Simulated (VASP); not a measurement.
An input for Ansatz (written as the equivalent of a VASP run, and not itself run):

Ansatz 0.2 input:
```yaml
crystal:
  lattice:
    - [-1.7733135, 1.7733135, 1.7733135]
    - [1.7733135, -1.7733135, 1.7733135]
    - [1.7733135, 1.7733135, -1.7733135]
  atoms:
    - { symbol: Na, position: [0.0000000, 0.0000000, 0.0000000] }
kpoints:
  mp_grid: { grid: [12, 12, 12] }
hamiltonian:
  xc: pbe
  pseudopotentials: { kind: paw }
scf:
  occupations: { method: methfessel_paxton, width: 0.1 }
  max_iter: 100
relax:
  max_steps: 40
  f_tol: 0.01
  cell: { p_target: 10 }
output: { forces: true, stress: true, eigenvalues: true }
```

### Question
Translate this input to VASP (INCAR, KPOINTS, POSCAR, choice of POTCAR).

### Answer
Several could match; the one computed here: 
File KPOINTS:
```
K-points
0
gamma
 12 12 12
```

### INCAR
```
! general
SYSTEM =Na
PREC   =Accurate
ENCUT  =480
LREAL  =F   ! projection in real space or not
LASPH  =T

! electronic loop
EDIFF  =1E-7   ! SCF stop (eV)
NELM   =100   ! most electronic steps
ALGO   =Normal   ! blocked Davidson

! smearing
ISMEAR =1   ! Methfessel-Paxton
SIGMA  =0.1

! functional
GGA    =PE

! ions
IBRION =2   ! conjugate gradients
NSW    =40   ! most ionic steps
ISIF   =3   ! ions, shape and volume
EDIFFG =-0.01   ! ionic stop
PSTRESS=100   ! kbar

! output
LWAVE  =F
LCHARG =F
```

POSCAR:
```
Na
1
   -1.7733134520     1.7733134520     1.7733134520
    1.7733134520    -1.7733134520     1.7733134520
    1.7733134520     1.7733134520    -1.7733134520
Na
1
Direct
  0.0000000000   0.0000000000   0.0000000000
```

POTCAR, in this order: Na_pv (PBE.64 set). Program: vasp_std.

Limits of the translation: each code has its own PAW files, so the cut-off isn't converted (ENCUT is set for VASP's; basis.ecutwfc is left out, and Ansatz then takes the one that its files recommend); Ansatz stops its SCF on the density residual and VASP on the energy change (EDIFF).

The compound is Na in the bcc structure. This run relaxes it under an external pressure of 10 GPa. Symmetry was kept, so distortions that lower it aren't found.
